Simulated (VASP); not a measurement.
Here is the system:

```yaml
crystal:
  lattice:
    - [1.73684, -3.00830, 0.00000]
    - [1.73684, 3.00830, 0.00000]
    - [0.00000, 0.00000, 13.76337]
  atoms:
    - { symbol: Te, position: [0.33333, 0.66667, 0.88074] }
    - { symbol: Te, position: [0.66667, 0.33333, 0.38074] }
    - { symbol: Te, position: [0.66667, 0.33333, 0.11926] }
    - { symbol: Te, position: [0.33333, 0.66667, 0.61926] }
    - { symbol: Mo, position: [0.33333, 0.66667, 0.25000] }
    - { symbol: Mo, position: [0.66667, 0.33333, 0.75000] }
```

Method: LDA (Ceperley-Alder, Perdew-Zunger), VASP's LDA PAW potentials (set 64) (plane waves; VASP). Settings: 520 eV cut-off, Gaussian smearing of 0.050 eV, potentials Te Mo_sv.

Unless said otherwise, spin-orbit coupling is left out, though it shifts the bands of the heavy elements here.

Q: Estimate the band gap (along the path) with the smallest direct gap where there is one.

A: 
band gap (along the path): 0.64 eV
smallest direct gap (along the path): 1.10 eV

The absolute energy has meaning only against runs of the same code, potentials and settings.

The compound is MoTe2 in the 2H layered structure. It was relaxed first.
